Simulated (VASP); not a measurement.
```yaml
crystal:
  lattice:
    - [0.00000, 2.58907, 2.58907]
    - [2.58907, 0.00000, 2.58907]
    - [2.58907, 2.58907, 0.00000]
  atoms:
    - { symbol: Mg, position: [0.00000, 0.00000, 0.00000] }
    - { symbol: S, position: [0.50000, 0.50000, 0.50000] }
```

These are PBEsol GGA, VASP's PBE PAW potentials (set 64) (plane waves; VASP) values and carry that method's errors. Run with 400 eV cut-off, 11×11×11 Γ-centred mesh, Gaussian smearing of 0.010 eV, potentials Mg S.

Give the direction-averaged independent-particle dielectric function (no local fields, no excitons; a broadening of 0.1 eV leaves a tail below the gap, and fine structure carries the noise of the k-mesh).

| ħω (eV) | ε₁ | ε₂ |
|---|---|---|
| 0.00 | 6.07 | 0.00 |
| 0.30 | 6.08 | 0.01 |
| 0.70 | 6.13 | 0.02 |
| 1.10 | 6.22 | 0.03 |
| 1.50 | 6.36 | 0.04 |
| 1.80 | 6.50 | 0.05 |
| 2.20 | 6.75 | 0.07 |
| 2.60 | 7.10 | 0.10 |
| 3.00 | 7.58 | 0.14 |
| 3.30 | 8.07 | 0.20 |
| 3.70 | 8.95 | 0.58 |
| 4.10 | 10.49 | 0.77 |
| 4.50 | 12.03 | 2.22 |
| 4.90 | 14.52 | 5.49 |
| 5.20 | 12.75 | 7.71 |
| 5.60 | 9.16 | 14.34 |
| 6.00 | 7.42 | 16.11 |
| 6.40 | -2.60 | 14.31 |
| 6.70 | -0.54 | 9.39 |
| 7.10 | 0.14 | 8.71 |
| 7.50 | 0.13 | 9.81 |
| 7.90 | -2.52 | 7.45 |
| 8.30 | -3.53 | 7.91 |
| 8.60 | -3.40 | 6.92 |
| 9.00 | -5.03 | 4.48 |
| 9.40 | -3.26 | 3.62 |
| 9.80 | -2.79 | 3.29 |
| 10.10 | -2.52 | 2.63 |
| 10.50 | -2.03 | 2.67 |
| 10.90 | -2.80 | 2.15 |
| 11.30 | -1.92 | 1.41 |
| 11.70 | -2.13 | 1.82 |
ε₂ peaks at 6.1 eV (height 17.6); ε₁(0) averages 6.07, so the electronic refractive index below the gap tends to √6.07 = 2.46.

The compound is MgS in the rock salt structure. It was relaxed first.
